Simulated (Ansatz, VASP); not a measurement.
**ScF3 in VASP and in Ansatz**

The input INCAR:

```
PREC = Accurate ; ENCUT = 520
EDIFF = 1E-8 ; ISMEAR = -1
SIGMA = 0.02 ; LREAL = False
LASPH = True ; NELM = 100
ALGO = Normal ; ISIF = 2
LWAVE = False ; LCHARG = False
LEFG = True ; NBANDS = 24
```

Contents of KPOINTS:

```
regular mesh
0
Gamma
  6 6 6
```

The input POSCAR:

```
ScF3
1.0
    4.0124500000     -0.0200622500     -0.0200622500
   -0.0200622500      4.0124500000     -0.0200622500
   -0.0200622500     -0.0200622500      4.0124500000
Sc F
1 3
Direct
    0.0000000000      0.0000000000      0.0000000000
    0.5000000000      0.0000000000      0.0000000000
    0.0000000000      0.5000000000      0.0000000000
    0.0000000000      0.0000000000      0.5000000000
```

Input for Ansatz:

```yaml
crystal:
  lattice:
    - [4.01245, -0.02006225, -0.02006225]
    - [-0.02006225, 4.01245, -0.02006225]
    - [-0.02006225, -0.02006225, 4.01245]
  atoms:
    - { symbol: Sc, position: [0.0, 0.0, 0.0] }
    - { symbol: F, position: [0.5, 0.0, 0.0] }
    - { symbol: F, position: [0.0, 0.5, 0.0] }
    - { symbol: F, position: [0.0, 0.0, 0.5] }
kpoints:
  mp_grid: { grid: [6, 6, 6] }
scf:
  occupations: { method: fermi_dirac, width: 0.02 }
hamiltonian:
  xc: lda
  pseudopotentials: { kind: all_electron, datasets: crystal }
output:
  forces: true
  stress: true
  eigenvalues: true
  efg: { contact_densities: true }
```

Change from the starting cell: equal xy, yz and zx shear strains of -1 %, crystal datasets.

Alike in both runs: task electric field gradients; functional LDA; k mesh 6 × 6 × 6; occupations fermi-dirac, width 0.02 eV; no spin polarisation.

|  | VASP | Ansatz |
| --- | --- | --- |
| version | VASP 6.6.1 | Ansatz 0.2.0 |
| potentials or method | VASP PAW LDA potentials, release 64 (Sc_sv, F) | all-electron PAW with datasets made for the crystal, scalar-relativistic |
| plane-wave cutoff (eV) | 520 | see its input |

|  | VASP | Ansatz | Ansatz less VASP |
| --- | --- | --- | --- |
| gap on the k mesh at the Fermi level (eV) | 6.18 | 6.21 | +0.027 |
| pressure (GPa) | -2.3 | -2.9 | -0.60 |
| largest component of the traceless stress (GPa) | 0.18 | 0.19 | +0.008 |
| Vzz of the field gradient on the site that differs most (V/Å²) | 55.8 | 57.0 | +1.20 |

Ansatz ran all-electron here, so the differences hold the error of VASP's frozen core and of both bases.

A k mesh can miss the band edges.
